**Why do some functionals open the two band gaps of BAs together, while others move them apart?**

I have band gaps of boron arsenide from twelve functionals, all in the same cell. The "gap on path" is the smallest energy from an occupied to an empty state anywhere on the band path. The "direct gap on path" is the smallest one at a single wavevector.

Plane-wave Kohn–Sham DFT with VASP 6.6.1 and PAW potentials for BAs (F-43m, 2 atoms) at one fixed geometry, without spin polarisation or spin-orbit coupling. The cutoff is 520 eV, the k mesh 10×10×10 and the smearing width 0.05 eV (Gaussian for LDA, PBE, RPBE and AM05, Fermi–Dirac for the others). Gaps are taken along a band path through Γ, X, W, K, L and U.

```
functional                            potentials  gap on path (eV)  direct gap on path (eV)
       LDA  VASP PAW LDA potentials, recommended             1.127                    3.252
       PBE  VASP PAW PBE potentials, recommended             1.175                    3.273
    revPBE  VASP PAW PBE potentials, recommended             1.198                    3.275
      RPBE  VASP PAW PBE potentials, recommended             1.204                    3.268
    r2SCAN  VASP PAW PBE potentials, recommended             1.370                    3.445
      AM05  VASP PAW PBE potentials, recommended             1.111                    3.224
      LMBJ  VASP PAW PBE potentials, recommended             1.475                    3.529
       MS2  VASP PAW PBE potentials, recommended             1.544                    3.896
      SCAN  VASP PAW PBE potentials, recommended             1.416                    3.577
    TB-mBJ  VASP PAW PBE potentials, recommended             1.755                    3.793
     rSCAN  VASP PAW PBE potentials, recommended             1.381                    3.439
   revTPSS  VASP PAW PBE potentials, recommended             1.075                    3.323
```

LDA and the GGAs hardly differ, which I can accept. But TB-mBJ has the largest indirect gap and MS2 the largest direct one, while revTPSS lowers one gap against PBE and raises the other. And why is LMBJ so far below TB-mBJ, when the two are close relatives? I want to use such gaps in a device model, so I'd like to know what drives them.

**Answer**

Start with a change of functional that adds the same constant to the potential everywhere. Every level rises by that constant and no gap changes. A gap responds only if the change acts differently on the empty and the occupied states, which means that these states must differ in where they sit or in how they vary in space. The cell is the same in every row, so lattice expansion plays no part here. Nor does the smearing: it is Gaussian for LDA, PBE, RPBE and AM05 and Fermi–Dirac for the others, but with gaps this wide that makes no difference.

BAs has its valence top at Γ, the zone centre, and its conduction minimum on the way from Γ to X. The smallest direct gap is also at Γ. Both gaps therefore start from the same valence top, and their difference is a property of the conduction band alone: the height of its Γ level above its minimum. In PBE this height is 3.273 − 1.175 = 2.098 eV.

Now take the limit in which a functional lifts all low conduction states equally against the valence top. The height then keeps its PBE value, and the direct gap follows from the indirect one. For TB-mBJ, whose indirect gap is 1.755 eV, the sum is 3.853 eV. The calculation gives 3.793 eV, so the estimate is only 0.06 eV too high.

This rigid shift describes most of the table. Over the eleven functionals other than PBE its median miss is 0.04 eV, and only MS2 and revTPSS miss by more than 0.1 eV. The LDA and GGA rows hardly test it, because their gaps barely move; a row such as TB-mBJ, where both gaps open widely, is the stronger test. The opposite limit, in which all energies are stretched by one factor, fails badly: it would put the direct gap of TB-mBJ near 4.9 eV. The output below the text gives the comparison row by row, with one replacement for LMBJ that is explained further down.

**What lifts the conduction band?** In LDA and the GGAs an electron feels a potential that depends only on the density and its derivatives. Such a potential lacks the jump that exact theory requires when an electron is added across the gap, which is a main reason why these gaps are usually too small. Gradient corrections do not supply the jump, and the changes they make to the potential's shape matter little here: the LDA and GGA rows stay within 0.1 eV of each other in the indirect gap.

TB-mBJ adds no such jump to the gaps in the table either, but it shapes its potential so that the gaps between its levels come out wider. Its exchange potential balances an attractive part against a repulsive one that grows with the ratio of kinetic-energy density to electron density. Where the density is thin the attractive part fades faster, so that giving both parts more weight makes the potential more repulsive there. The valence top of BAs lives largely in the dense B–As bonds, whereas the low conduction states reach further into the space between them. Theory thus expects the conduction states to rise against the valence top, and the table shows that they do so almost in step: the indirect gap grows by 0.58 eV over PBE and the direct gap by 0.52 eV.

For a device model the indirect gap matters first, because it controls the thermally generated carriers. Their density varies as exp(−E/2kT), where E is the indirect gap and kT the thermal energy. At 300 K, 2kT is about 0.052 eV, so the 0.58 eV between PBE and TB-mBJ changes the estimated intrinsic density by a factor of about 70 000 at equal band masses. Spin-orbit coupling, which is left out here, would lower all these gaps slightly.

**Why do MS2 and revTPSS break the pattern?** These are meta-GGAs, whose energy depends on the kinetic-energy density itself. Their effective Hamiltonian therefore acts on the slope of each orbital as well as on its value. Part of the missing jump can then enter the gap between the levels, which is the usual reason given why functionals such as SCAN and MS2 open wider gaps than PBE. The smaller indirect gap of revTPSS shows that this widening is not assured. The slope term can also change the shape of a band. Two conduction states that occupy similar regions can still be shifted differently if one varies more steeply there. The conduction band can then be reshaped as well as lifted. It need not be: r2SCAN and rSCAN are meta-GGAs too, and they stay within about 0.04 eV of the rigid shift.

In MS2 and revTPSS the reshaping is clear. Relative to PBE, MS2 raises the Γ level by 0.25 eV more than the conduction minimum. In revTPSS the extra rise is 0.15 eV, but the minimum itself sinks by 0.10 eV against the valence top. One gap therefore shrinks while the other grows. That the orbital slopes cause this is an argument from the form of the functionals. The part of their potential that acts on the orbital's value also differs from PBE's, and the table cannot separate the two effects.

The SCAN family points the same way. r2SCAN and rSCAN smooth the way in which SCAN uses the kinetic-energy density to tell one kind of bonding from another. From SCAN to r2SCAN the direct gap drops by 0.13 eV but the indirect gap by only 0.05 eV, and rSCAN behaves almost identically. This change in the handling of the kinetic-energy density thus moves the Γ level more than the minimum, though that is no general rule: between PBE and revTPSS the minimum moves more.

**LMBJ is a different matter: its two entries in the table should not be used.** The calculation on the regular mesh of wavevectors gives a direct gap of 3.78 eV at Γ, while the band path, which also passes through Γ, gives 3.53 eV. One potential cannot yield both values at the same point. On the mesh the indirect gap is 1.74 eV, within 0.02 eV of TB-mBJ, as the kinship of the two suggests. Both path gaps lie below the mesh gaps by about the same amount, as if the path run had used a weaker correction, but that is a guess.

So check which conduction state your property depends on before you carry a gap correction over from one functional to another. With TB-mBJ, a shift taken from the indirect gap serves the direct gap almost as well. With MS2 it would leave the onset of strong optical absorption, which the direct gap sets, about a quarter of an electronvolt too low compared with MS2's own bands.

The analysis program printed:

```
Gaps with the LMBJ mesh values and changes against PBE in eV:
      row  indirect gap  direct gap  indirect change  direct change  direct minus indirect  direct gap less rigid prediction
      LDA         1.127       3.252           -0.048         -0.021                  2.125                             0.027
      PBE         1.175       3.273                0              0                  2.098                                 0
   revPBE         1.198       3.275            0.023          0.002                  2.077                            -0.021
     RPBE         1.204       3.268            0.029         -0.005                  2.064                            -0.034
   r2SCAN          1.37       3.445            0.195          0.172                  2.075                            -0.023
     AM05         1.111       3.224           -0.064         -0.049                  2.113                             0.015
     LMBJ         1.738       3.777           0.5627         0.5045                   2.04                           -0.0582
      MS2         1.544       3.896            0.369          0.623                  2.352                             0.254
     SCAN         1.416       3.577            0.241          0.304                  2.161                             0.063
   TB-mBJ         1.755       3.793             0.58           0.52                  2.038                             -0.06
    rSCAN         1.381       3.439            0.206          0.166                  2.058                             -0.04
  revTPSS         1.075       3.323             -0.1           0.05                  2.248                              0.15
rms miss of the rigid shift for the direct gap without PBE (eV): 0.0966
rms miss of the uniform stretch for the direct gap without PBE (eV): 0.5293
rms miss of an unchanged PBE direct gap without PBE (eV): 0.3116
median size of the rigid-shift miss without PBE (eV): 0.04
spread of the indirect gap over all rows (eV): 0.68
spread of the direct gap over all rows (eV): 0.672
spread of direct minus indirect gap over all rows (eV): 0.314
spread of the indirect gap within LDA and GGAs (eV): 0.093
spread of the direct gap within LDA and GGAs (eV): 0.051
SCAN less r2SCAN indirect gap (eV): 0.046
SCAN less r2SCAN direct gap (eV): 0.132
TB-mBJ less MS2 indirect gap (eV): 0.211
TB-mBJ less MS2 direct gap (eV): -0.103
LMBJ path less mesh indirect gap (eV): -0.2627
LMBJ path less mesh direct gap (eV): -0.2485
TB-mBJ less LMBJ mesh indirect gap (eV): 0.0173
SCAN change of the lowest valence depth at Gamma against PBE (eV): 0.598
MS2 change of the lowest valence depth at Gamma against PBE (eV): 0.195
revTPSS change of the lowest valence depth at Gamma against PBE (eV): 0.264
TB-mBJ change of the lowest valence depth at Gamma against PBE (eV): -0.145
factor by which the intrinsic carrier density at 300 K is larger with the PBE gap than with the TB-mBJ gap: 74436
```
